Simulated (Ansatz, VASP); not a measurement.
**Sb (Antimony): VASP beside Ansatz**

Aim: how closely do two programs agree when they are given the same cell, functional and k mesh? The structure shown is the start of the Ansatz relaxation below; VASP solves that cell, so the two are compared at the walk's first step.

Calculated with Ansatz 0.2.0; plane waves, with VASP 6.6.1 beside it; LDA.

### 1. The starting structure

Symmetry: R-3m, No. 166, trigonal system. The conventional cell has a = 4.467 Å, b = 4.467 Å, c = 10.635 Å, α = 90.00°, β = 90.00°, γ = 120.00°. Nearest to Sb lie 6 Sb at 2.97 to 3.31 Å.

### 2. Ansatz: relaxation, LDA

Ansatz runs on its PAW soft_1 files.

The two programs are compared at the cell with which this relaxation starts, whose forces are those of its first step.

Contents of input.yaml:

```yaml
crystal:
  lattice:
    - [2.2336330083, 1.2895886187, 3.5450682227]
    - [-2.2336330083, 1.2895886187, 3.5450682227]
    - [0.0, -2.5791772373, 3.5450682228]
  atoms:
    - { symbol: Sb, position: [0.235612758, 0.235612758, 0.235612758] }
    - { symbol: Sb, position: [0.764387242, 0.764387242, 0.764387242] }
  conventional_axes: [[1, -1, 0], [0, 1, -1], [1, 1, 1]]
kpoints:
  mp_grid: { grid: [12, 12, 12] }
hamiltonian:
  xc: lda
  pseudopotentials: { kind: paw, azcp: { folder: soft_1 }, xc_functional: pbe }
scf:
  occupations: { method: methfessel_paxton, width: 0.2 }
output:
  forces: true
  stress: true
  eigenvalues: true
relax:
  adjacent_minimum: "off"
  f_tol: 0.001
  max_steps: 60
  cell: { stress_tol: 0.01, fix: [a, b, gamma] }
```

Launch:

```bash
$ ansatz run input.yaml --threads 4 --pin off --max-ram 10240MiB --backend cpu --events-out ev --progress --plain --runs-dir out
```

Numbers of over 12 decimals in the logs are rounded to 6 here.

Log:

```text
Engine: ansatz 0.2.0, x86_64-unknown-linux-gnu
Pseudopotentials: kind: paw
Pseudopotential: Sb, paw, valence charge 15, recommended cutoff 420 eV (normal), soft_1/Sb.paw.azcp
Functional definition: SPW92
  exchange = slater_x
  correlation = pw_c
Crystal: 2 atoms, lattice volume = 61.269 Å³
Basis set: ecut = 420 eV, 1229 PW (Γ)
Bands: 19, of which v1, the nominal top of the filled ones, is band 15 counted from 1 (14 counted from 0)
Symmetry: 12 space group operations
Space group: R-3m (ITA 166), of the structure as read, at distance tolerance 3.9e-5 Å
k-points: 189 of 1728
Non-local potential: Sb, projectors of the file, l = 0: 2, l = 1: 2, l = 2: 2, l = 3: 1
PAW form: soft (Blöchl's): semilocal exchange-correlation on the pseudo side does not see the compensation charge
PAW frozen core: Sb, regenerated for the run's functional, and the local potential with it (the file was generated under x = pbe(κ = 0.804, μ = 0.219515), c = pbe(β = 0.066725))
PAW one-centre angular grid: Sb, 590 points (default); XC on 64 Gauss nodes
Initial density: superposition of atomic densities (chi_scale 0.1, normalization cell)
Initial wavefunctions: pseudopotential atomic-orbital guess
Functional: x = slater, c = lda
SCF iter   1: F=—  HF=-12671.731483 eV  |F-HF|=—  |Δ(HF+E_count)|=         —  Δρ=1.38e-2  dr2=9.52e-2  ethr=3.10e-3  ⟨swp⟩=6.0  Hψ=18807  notcnv=0
preconditioner: auto → Kerker (q_TF=auto, 2.422 Å⁻¹)  [metal: Δε(μ)=0.026 eV  Ē_g=8.564 eV  σ=0.200 eV  W_gap=0.11  n_scr=14 (ndim 8)  ℏωp=15.0 eV  f_vac=0.000  D(μ)=0.24/eV (n_scr^D=0)]
SCF iter   2: F=—  HF=-12671.714482 eV  |F-HF|=—  |Δ(HF+E_count)|=   1.70e-2  S|Δr|=    0.00e0  Δρ=8.65e-3  dr2=3.94e-2  ethr=3.17e-4  ⟨swp⟩=1.1  Hψ=5137  notcnv=0
SCF iter   3: F=—  HF=-12671.707339 eV  |F-HF|=—  |Δ(HF+E_count)|=   7.14e-3  S|Δr|=    0.00e0  Δρ=1.46e-3  dr2=1.86e-3  ethr=1.31e-4  ⟨swp⟩=1.4  Hψ=4514  notcnv=0
SCF iter   4: F=—  HF=-12671.707251 eV  |F-HF|=—  |Δ(HF+E_count)|=   8.84e-5  S|Δr|=    0.00e0  Δρ=4.77e-4  dr2=2.26e-4  ethr=6.21e-6  ⟨swp⟩=1.7  Hψ=3957  notcnv=0
SCF iter   5: F=—  HF=-12671.707259 eV  |F-HF|=—  |Δ(HF+E_count)|=   8.66e-6  S|Δr|=    0.00e0  Δρ=7.07e-5  dr2=3.85e-6  ethr=7.54e-7  ⟨swp⟩=2.1  Hψ=4454  notcnv=0
SCF iter   6: F=—  HF=-12671.707261 eV  |F-HF|=—  |Δ(HF+E_count)|=   1.12e-6  S|Δr|=    0.00e0  Δρ=2.35e-5  dr2=2.13e-7  ethr=1.28e-8  ⟨swp⟩=2.0  Hψ=6196  notcnv=0
SCF iter   7: F=-12671.707261 eV  HF=-12671.707261 eV  |F-HF|=2.11e-9  |Δ(HF+E_count)|=   2.03e-8  S|Δr|=    0.00e0  Δρ=4.50e-6  dr2=1.73e-8  ethr=3.33e-10  ⟨swp⟩=6.5  Hψ=18230  notcnv=0
SCF 1 converged in 7 iterations: F = -12671.707261 eV  dr2 = 1.73e-8
  greatest PAW one-centre occupation: 0.997 electrons in one spin orbital (limit 2), on the Sb atom at site 1 (counted from 0), in its partial waves of l = 2
relax step   1: F+E_penalty+E_count = -12671.70726056 eV  Δ(F+E_penalty+E_count) = +0.000e0 eV  max|allowed force component| = 5.241e-2 eV/Å  Δτ_max = 0.0000 Å  P = -3.050 GPa  Ω = 61.269 Å³  fix = [a, b, gamma]  reactions: a -4.230, b -4.230 GPa  (7 SCF iters, dr2 threshold 1.00e-7 eV, accepted)
[...]
relax step   2: F+E_penalty+E_count = -12671.70809280 eV  Δ(F+E_penalty+E_count) = -8.322e-4 eV  max|allowed force component| = 6.988e-2 eV/Å  Δτ_max = 0.0094 Å  P = -2.401 GPa  Ω = 60.590 Å³  energy of the carried Pulay correction = +8.926e-5 eV  fix = [a, b, gamma]  reactions: a -3.732, b -3.732 GPa  (5 SCF iters, dr2 threshold 2.00e-7 eV, accepted)
[...]
relax step   3: F+E_penalty+E_count = -12671.70864057 eV  Δ(F+E_penalty+E_count) = -5.478e-4 eV  max|allowed force component| = 1.561e-2 eV/Å  Δτ_max = 0.0054 Å  P = -2.631 GPa  Ω = 60.771 Å³  energy of the carried Pulay correction = +6.532e-5 eV  fix = [a, b, gamma]  reactions: a -3.914, b -3.914 GPa  (4 SCF iters, dr2 threshold 2.00e-7 eV, accepted)
[...]
relax step   4: F+E_penalty+E_count = -12671.70874674 eV  Δ(F+E_penalty+E_count) = -1.062e-4 eV  max|allowed force component| = 3.164e-3 eV/Å  Δτ_max = 0.0033 Å  P = -2.590 GPa  Ω = 60.633 Å³  energy of the carried Pulay correction = +8.356e-5 eV  fix = [a, b, gamma]  reactions: a -3.886, b -3.886 GPa  (4 SCF iters, dr2 threshold 1.52e-8 eV, accepted)
[...]
relax step   5: F+E_penalty+E_count = -12671.70875048 eV  Δ(F+E_penalty+E_count) = -3.733e-6 eV  max|allowed force component| = 4.725e-5 eV/Å  Δτ_max = 0.0006 Å  P = -2.591 GPa  Ω = 60.619 Å³  energy of the carried Pulay correction = +8.539e-5 eV  fix = [a, b, gamma]  reactions: a -3.886, b -3.886 GPa  (4 SCF iters, dr2 threshold 6.26e-10 eV, accepted)
[...]
relax step   6: F+E_penalty+E_count = -12671.70866415 eV  Δ(F+E_penalty+E_count) = +8.633e-5 eV  max|allowed force component| = 8.894e-6 eV/Å  Δτ_max = 0.0000 Å  P = -2.591 GPa  Ω = 60.619 Å³  fix = [a, b, gamma]  reactions: a -3.887, b -3.887 GPa  stress off target by 7.71e-4 GPa on what of the cell is left free  SCF on the basis re-selected at this cell (its energy is not comparable with the rows above)  (6 SCF iters)
basis re-selected at this cell: Δ(F+E_penalty+E_count) = +8.633e-5 eV, ΔP = -0.000 GPa vs the last step (what re-selecting the basis moved, of the pressure what is left beyond the Pulay correction that the steps carried, after the strain that the cell walked since its last selection, with what the two solves' SCF thresholds leave and, on support functions, any second-order correction that the steps lacked; it is no m [...]
SCF converged after 6 iterations
Stability not checked: this state was not tested for a lower state beside it, because cold or Methfessel-Paxton smearing, or corrected tetrahedra, fill the levels in a way that the test cannot read (fill_not_monotonic; see scf.lower_state_search)
Free energy (F): -12671.708664 eV
Harris-Foulkes:  -12671.708664 eV  (|F-HF|=7.28e-12)
Internal energy: -12671.710167 eV  (E = F + TS)
E sigma→0 (E₀):  -12671.709040 eV
Entropy (-TS):   0.001503 eV (0.751 meV/atom)
Fermi energy:    9.625210 eV
--- Per-component energies (eV) ---
  E_band       = -340.879059
  E_kinetic    = 327.298851
  E_local      = -3167.062469  (includes V_loc(G=0)·N_el)
  E_nonlocal   = 787.145751
  E_hartree    = 1306.087758
  E_xc         = -197.427742
  E_vxc        = -182.862498  (∫ρ·V_xc dr)
  E_paw        = -8789.241649  (= ΣΔE_a)
  E_vpaw       = -717.574457  (= ΣTr[D̂ρ^β])
  E_aug_tail   = 0.000251  (compensation charges beyond the density's cutoff)
  E_ewald      = -2939.628539
  E_core_change = 1.117622  (= ΣΔE_core)
  E_smearing   = 0.001503  (= −TS)
  E_closure    = 0.000000  (closes the sum)
  Σ components = -12671.708664   (vs F -12671.708664, Δ=0.00e0)
--- Forces (eV/Å), atoms counted from 1 ---
  atom   1  Sb     0.00000000    -0.00000000    -0.00000889
  atom   2  Sb    -0.00000000     0.00000000     0.00000889
  max |Σ_I F_I| component: 9.25e-18 eV/Å
--- Stress (GPa, compression-positive) ---
       -3.886779       0.000000      -0.000000
        0.000000      -3.886779       0.000000
       -0.000000       0.000000      -0.000771
  P = ⅓ Tr σ = -2.5914 GPa (-25.914 kbar)
--- Band table (eV; the first three rows and the last of 189) ---
  k-point 0: bands = [... 11 lower, 4.8880, 7.8217, 7.8217, 8.5391, 12.1961, 12.7316, 12.7316, 14.6512]
  k-point 1: bands = [... 11 lower, 4.5235, 7.8304, 8.0372, 8.5449, 12.0309, 12.5087, 12.5479, 14.5346]
  k-point 2: bands = [... 11 lower, 3.6920, 7.8611, 8.3826, 8.6217, 11.5878, 11.9469, 12.0965, 14.4833]
  k-point 188: bands = [... 11 lower, 0.8957, 8.3639, 8.3639, 8.8082, 9.4973, 9.4973, 10.3006, 17.5102]
--- Relaxed structure (5 steps of the walk, 5 accepted, 1 SCFs on fresh bases) ---
  F+E_penalty+E_count = -12671.70866415 eV   max|allowed force component| = 8.894e-6 eV/Å   (the final SCF, on the basis selected at the relaxed cell)
  cell:  # Å, volume = 60.6191 Å³
    - [2.233633, 1.289589, 3.507482]
    - [-2.233633, 1.289589, 3.507482]
    - [0, -2.579177, 3.507482]
  atoms:
    - { symbol: Sb, position: [0.235608, 0.235608, 0.235608] }
    - { symbol: Sb, position: [0.764392, 0.764392, 0.764392] }
```

Reading the cycles: dr2 is the Hartree energy of the density residual (eV), the measure of convergence; HF is the Harris–Foulkes estimate of the energy, which meets the free energy F at convergence.

### 3. VASP: single point, LDA, start cell, pair 1

The same cell, functional (in two slightly different forms), mesh and smearing now go to VASP, with its own data sets.

Lines of VASP's logs that name or quote its potential files are left out, and so is its time.

Contents of INCAR:

```
SYSTEM = Sb
PREC = Accurate
ENCUT = 400
EDIFF = 1E-06
NELM = 120
ISMEAR = 1
SIGMA = 0.2
LREAL = .FALSE.
ALGO = Normal
GGA = PW92
NBANDS = 11
LORBIT = 11
LWAVE = .FALSE.
LCHARG = .FALSE.
ISIF = 2
LASPH = .TRUE.
GGA_COMPAT = .FALSE.
KPAR = 2
```

Contents of POSCAR:

```
Sb
1.0
    2.2336330000      1.2895890000      3.5450680000
   -2.2336330000      1.2895890000      3.5450680000
    0.0000000000     -2.5791770000      3.5450680000
Sb
2
Direct
    0.2356126434      0.2356126434      0.2356127348
    0.7643871738      0.7643871738      0.7643872652
```

Contents of KPOINTS:

```
Automatic mesh
0
Gamma
12 12 12
0 0 0
```

PAW data sets: Sb (LDA family, release 64).

Launch:

```bash
$ mpirun -np 2 vasp_std
```

Log:

```text
[banner, memory and clock lines left out]
running    2 mpi-ranks, on    1 nodes
 distrk:  each k-point on    1 cores,    2 groups
 distr:  one band on    1 cores,    1 groups

 POSCAR found type information on POSCAR Sb
 POSCAR found :  1 types and       2 ions
|                                                                             |
|               ----> ADVICE to this user running VASP <----                  |
|                                                                             |
|     You enforced a specific xc type in the INCAR file but a different       |
|     [... a line on the potential file left out ...]
|     I HOPE YOU KNOW WHAT YOU ARE DOING!                                     |
|                                                                             |

 LDA part: xc-table for (Slater(with rela. corr.)+PW92), standard interpolation
 POSCAR, INCAR and KPOINTS ok, starting setup
 FFT: planning ... GRIDC
 FFT: planning ... GRID_SOFT
 FFT: planning ... GRID
 WAVECAR not read
 entering main loop
       N       E                     dE             d eps       ncg     rms          rms(c)
DAV:   1     0.302934380401E+02    0.30293E+02   -0.30975E+03  4158   0.578E+02
DAV:   2    -0.792492618541E+01   -0.38218E+02   -0.37082E+02  5669   0.103E+02
DAV:   3    -0.956901245165E+01   -0.16441E+01   -0.16290E+01  4995   0.247E+01
DAV:   4    -0.958331888397E+01   -0.14306E-01   -0.14304E-01  4738   0.284E+00
DAV:   5    -0.958350576540E+01   -0.18688E-03   -0.18688E-03  4823   0.345E-01    0.294E+00
DAV:   6    -0.957083417809E+01    0.12672E-01   -0.32567E-03  4725   0.302E-01    0.174E+00
DAV:   7    -0.956367061166E+01    0.71636E-02   -0.68208E-03  4599   0.434E-01    0.630E-02
DAV:   8    -0.956366870891E+01    0.19027E-05   -0.27779E-04  4743   0.109E-01    0.197E-02
DAV:   9    -0.956367199673E+01   -0.32878E-05   -0.15658E-05  4752   0.252E-02    0.749E-03
DAV:  10    -0.956367162404E+01    0.37268E-06   -0.21452E-06  3322   0.787E-03
   1 F= -.95636716E+01 E0= -.95642948E+01  d E =0.186967E-02
```

OUTCAR, selected parts (step 3):

```text
ion  position               nearest neighbor table
   1  0.236  0.236  0.236-   2 2.97   2 2.97   2 2.97   2 3.31   2 3.31   2 3.31
   2  0.764  0.764  0.764-   1 2.97   1 2.97   1 2.97   1 3.31   1 3.31   1 3.31

  LATTYP: Found a trigonal (rhomboedric) cell.
 ALAT       =     4.3840233943
 COS(alpha) =     0.4808320113

 Subroutine GETGRP returns: Found 12 space group operations
 (whereof 12 operations were pure point group operations)

The static configuration has the point symmetry D_3d.

 Found    189 irreducible k-points:

   k-points           NKPTS =    189   k-points in BZ     NKDIM =    189   number of bands    NBANDS=     11

   dimension x,y,z NGX =    30 NGY =   30 NGZ =   30
   dimension x,y,z NGXF=    60 NGYF=   60 NGZF=   60

   ENCUT  =  400.0 eV  29.40 Ry    5.42 a.u.   7.15  7.15  7.15*2*pi/ulx,y,z

   NELECT =      10.0000    total number of electrons

 k-points in reciprocal lattice and weights: Automatic mesh
   0.00000000  0.00000000  0.00000000       0.001
   0.08333333  0.00000000  0.00000000       0.003
   0.16666667  0.00000000  0.00000000       0.003
   0.25000000 -0.00000000  0.00000000       0.003
   0.33333333 -0.00000000  0.00000000       0.003
   0.41666667  0.00000000  0.00000000       0.003
   0.50000000 -0.00000000  0.00000000       0.002
   0.08333333  0.08333333  0.00000000       0.003
   0.16666667  0.08333333  0.00000000       0.007
[...]
-0.41666667  0.50000000  0.41666667       0.003
   0.50000000  0.50000000  0.50000000       0.001

 average (electrostatic) potential at core
       1 -86.9822       2 -86.9822

 E-fermi :   6.6959

 k-point     1 :       0.0000    0.0000    0.0000
  band No.  band energies     occupation
      1      -5.6062      2.00000
      2       1.9628      2.00000
      3       4.9139      2.00000
      4       4.9139      2.00000
      5       5.5284      2.00000
      6       9.2021     -0.00000
      7       9.7314     -0.00000
      8       9.7314     -0.00000
      9      11.6407      0.00000
     10      11.6407      0.00000
    ...

 k-point     2 :       0.0833    0.0000    0.0000
  band No.  band energies     occupation
      1      -5.5336      2.00000
      2       1.6055      2.00000
      3       4.9203      2.00000
      4       5.1162      2.00000
      5       5.5415      2.00000
      6       9.0480     -0.00000
      7       9.5132     -0.00000
      8       9.5470     -0.00000
      9      11.5144      0.00000
     10      11.6579      0.00000
    ...

 k-point     3 :       0.1667    0.0000    0.0000
  band No.  band energies     occupation
      1      -5.3168      2.00000
      2       0.7858      2.00000
      3       4.9448      2.00000
      4       5.4086      2.00000
      5       5.6620      2.00000
      6       8.6234     -0.00000
      7       8.9643     -0.00000
      8       9.0941     -0.00000
      9      11.4525      0.00000
     10      11.9184      0.00000
    ...

  Total       -1.5401739     -1.5401741     -0.2232748      0.0000000     -0.0000000      0.0000000
  in kB      -40.2755527    -40.2755560     -5.8386355      0.0000000     -0.0000005      0.0000000
  external PRESSURE =     -28.7965814 kB  Pullay stress =       0.0000000 kB

  energy-cutoff  :      400.00
  volume of cell :       61.27
      direct lattice vectors                 reciprocal lattice vectors
     2.233633000  1.289589000  3.545068000     0.223850561  0.129240176  0.094027333
    -2.233633000  1.289589000  3.545068000    -0.223850561  0.129240176  0.094027333
     0.000000000 -2.579177000  3.545068000     0.000000000 -0.258480353  0.094027370

 POSITION                                       TOTAL-FORCE (eV/Angst)
 -----------------------------------------------------------------------------------
      0.00000     -0.00000      2.50579         0.000000     -0.000000     -0.010323
      0.00000      0.00000      8.12941         0.000000      0.000000      0.010323
 -----------------------------------------------------------------------------------
    total drift:                               -0.000000      0.000083      0.000236

  FREE ENERGIE OF THE ION-ELECTRON SYSTEM (eV)
  ---------------------------------------------------
  free  energy   TOTEN  =        -9.5636716240 eV

  energy  without entropy=       -9.5655412918  energy(sigma->0) =       -9.56429485

 total charge
# of ion       s       p       d       tot
------------------------------------------
    1        1.225   1.140   0.035   2.400
    2        1.225   1.140   0.035   2.400
--------------------------------------------------
tot          2.450   2.280   0.071   4.801

[... 3 further parts left out ...]
```

The run ends at a pressure of -2.88 GPa, with forces up to 0.010 eV/Å.

### 4. Side by side

Known differences besides the potentials themselves: the data sets hold 30 valence electrons in Ansatz (on its PAW soft_1 files) and 10 in VASP; the cutoff is 420 eV in Ansatz and 400 eV in VASP; VASP's log shows a relativistic correction to its local exchange, Ansatz's none. Total energies have different zeros and are not compared.

The largest component of a force difference here is 42 meV/Å.

### 5. What the set-up changes

Further runs change the set-up of one program: Ansatz's method, potentials or start, or VASP's data sets, cutoff or form of LDA. The table gives that difference for each run.

| run | r.m.s. force difference (meV/Å) |
| --- | --- |
| as above | 24 |
| VASP with the data sets Sb_d_GW | 9.3 |

### 6. Ansatz: relaxation, LDA

The two programs are compared at the cell with which this relaxation starts, whose forces are those of its first step. The cell compared in this pair holds 57.47 Å³, against 61.27 Å³ for the pair before.

The structure compared here is the start of the Ansatz relaxation; VASP solves that cell, so the two are compared at the walk's first step.

input.yaml, the sections that differ from step 2:

```yaml
crystal:
  lattice:
    - [2.1524278817, 1.242704817, 3.5812179335]
    - [-2.1524278817, 1.242704817, 3.5812179335]
    - [0.0, -2.4854096339, 3.5812179335]
  atoms:
    - { symbol: Sb, position: [0.2362888029, 0.2362888024, 0.2362888029] }
    - { symbol: Sb, position: [0.7637111971, 0.7637111976, 0.7637111971] }
  conventional_axes: [[1, -1, 0], [0, 1, -1], [1, 1, 1]]
relax:
  adjacent_minimum: "off"
  f_tol: 0.001
  max_steps: 60
  cell: { stress_tol: 0.01, fix: [c, angles] }
# kpoints, hamiltonian, scf, output: as in step 2
```

Launch:

```bash
$ ansatz run input.yaml --threads 4 --pin off --max-ram 10240MiB --backend cpu --events-out ev --progress --plain --runs-dir out
```

Log:

```text
[...]
k-point 475: bands = [... 11 lower, 1.2871, 9.2962, 9.2962, 10.0523, 10.4128, 10.4128, 11.4047, 18.2269]
--- Relaxed structure (3 steps of the walk, 3 accepted, 1 SCFs on fresh bases) ---
[...]
cell:  # Å, volume = 57.7340 Å³
    - [2.157273, 1.245502, 3.581218]
    - [-2.157273, 1.245502, 3.581218]
    - [-4.960834982022517e-19, -2.491005, 3.581218]
  atoms:
    - { symbol: Sb, position: [0.236762, 0.236762, 0.236762] }
    - { symbol: Sb, position: [0.763238, 0.763238, 0.763238] }
[key lines of the parts left out:]
SCF converged after 6 iterations
Free energy (F): -12671.764483 eV
Fermi energy:    10.540216 eV
P = ⅓ Tr σ = 0.3069 GPa (3.069 kbar)
```

(Continued in part 2 of 2.)

[Lines on the potential files, build, host, timing and source positions are cut from VASP's logs without a mark.]

[Logs are printed without paths, hosts, clocks, repeated set-up lines and the standing remarks that a program may print on its own settings, such as how far it seeks lower states.]

[Hosts, paths, dates, database ids (printed as entryN), source tags and the programs' standing remarks are cut or masked in the printed files.]
